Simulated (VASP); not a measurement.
The system is Cs2AgSbBr6.

```xyz
10
Lattice="0.0000 5.6893 5.6893 5.6893 0.0000 5.6893 5.6893 5.6893 0.0000" Properties=species:S:1:pos:R:3 pbc="T T T"
Cs    2.8446    2.8446    2.8446
Cs    8.5339    8.5339    8.5339
Ag    5.6893    5.6893    5.6893
Sb    0.0000    0.0000    0.0000
Br    5.6893    2.8509    5.6893
Br    8.5276    5.6893    5.6893
Br    5.6893    8.5276    5.6893
Br    2.8509    5.6893    5.6893
Br    5.6893    5.6893    2.8509
Br    5.6893    5.6893    8.5276
```

The cell was built by a generator and needn't be a form met in nature.

* Program: VASP 6.6.1
* Task: relaxation of cell and atoms
* Functional: PBEsol
* Potentials or basis: VASP PAW PBE potentials, release 64 (Cs_sv, Ag, Sb, Br)
* Cutoff: 600 eV
* k mesh: 4 × 4 × 4
* Occupations: gaussian, width 0.03 eV
* Spin: no spin polarisation

At the start: pressure -1.8 GPa; volume 36.83 Å³/atom.

How do energy, volume and symmetry change on relaxing?

Over 6 steps the energy falls by 17.1 meV/atom and the volume is 34.03 Å³/atom (-7.6 %); space group Fm-3m (No. 225, to 0.05 Å).

Step by step:
| step | energy change (eV) | largest force (eV/Å) | pressure (GPa) | volume (Å³) |
| --- | --- | --- | --- | --- |
| 1 | 0.0000 | 0.1157 | -1.84 | 368.29 |
| 2 | -0.1604 | 0.0840 | -0.37 | 346.15 |
| 3 | -0.1649 | 0.1254 | -0.04 | 342.18 |
| 4 | -0.1688 | 0.0772 | -0.02 | 341.45 |
| 5 | -0.1712 | 0.0113 | 0.00 | 340.45 |
| 6 | -0.1712 | 0.0009 | 0.00 | 340.29 |

Final structure:
```
Cs Ag Sb Br
1.0
     0.00000    5.54122    5.54122
     5.54122    0.00000    5.54122
     5.54122    5.54122    0.00000
Cs Ag Sb Br
2 1 1 6
Direct
  0.25000 0.25000 0.25000
  0.75000 0.75000 0.75000
  0.50000 0.50000 0.50000
  0.00000 0.00000 0.00000
  0.25141 0.74859 0.25141
  0.25141 0.74859 0.74859
  0.74859 0.25141 0.74859
  0.74859 0.25141 0.25141
  0.25141 0.25141 0.74859
  0.74859 0.74859 0.25141
```

Caveat: the PAW data sets were made with another functional, which shifts forces and pressure a little.
